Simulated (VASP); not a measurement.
Crystal: Sn2GeO2.

```
CELL_PARAMETERS angstrom
4.75190 0.00000 0.00000
-2.37595 4.11527 0.00000
0.00000 0.00000 5.37732
ATOMIC_POSITIONS crystal
Sn 0.33333 0.66667 0.50000
Sn 0.66667 0.33333 0.50000
Ge 0.00000 0.00000 0.00000
O 0.33333 0.66667 0.00000
O 0.66667 0.33333 0.00000
```

The cell was built by a generator and needn't be a form met in nature.

* Program: VASP 6.6.1
* Task: relaxation of cell and atoms
* Functional: PBE
* Potentials or basis: VASP PAW PBE potentials, release 64 (Sn_d, Ge_d, O)
* Cutoff: 520 eV
* k mesh: 4 × 4 × 3
* Occupations: gaussian, width 0.15 eV
* Spin: no spin polarisation

At the start: pressure -7.5 GPa; volume 21.03 Å³/atom.

Question: How do energy, volume and symmetry change on relaxing?

Answer: Over 9 steps the energy falls by 426.5 meV/atom and the volume is 18.18 Å³/atom (-13.6 %); space group P6/mmm (No. 191, to 0.05 Å).

Step by step:
```tsv
step	energy change (eV)	largest force (eV/Å)	pressure (GPa)	volume (Å³)
1	0.0000	0.0000	-7.55	105.16
2	-1.6504	0.0000	-2.28	90.23
3	-1.9517	0.0000	6.28	83.07
4	-1.9612	0.0000	4.25	84.45
5	-1.9627	0.0000	4.67	84.04
6	-2.1073	0.0000	2.89	88.39
7	-2.1074	0.0000	2.71	88.38
8	-2.1120	0.0000	-2.38	93.21
9	-2.1323	0.0000	0.03	90.89
```

Final structure:
```yaml
crystal:
  lattice:
    - [4.93188, 0.00000, 0.00000]
    - [-2.46594, 4.27114, 0.00000]
    - [0.00000, 0.00000, 4.31475]
  atoms:
    - { symbol: Sn, position: [0.33333, 0.66667, 0.50000] }
    - { symbol: Sn, position: [0.66667, 0.33333, 0.50000] }
    - { symbol: Ge, position: [0.00000, 0.00000, 0.00000] }
    - { symbol: O, position: [0.33333, 0.66667, 0.00000] }
    - { symbol: O, position: [0.66667, 0.33333, 0.00000] }
```

Caveat: the k mesh is coarse (spacing up to 0.39 Å⁻¹), so the values aren't converged.
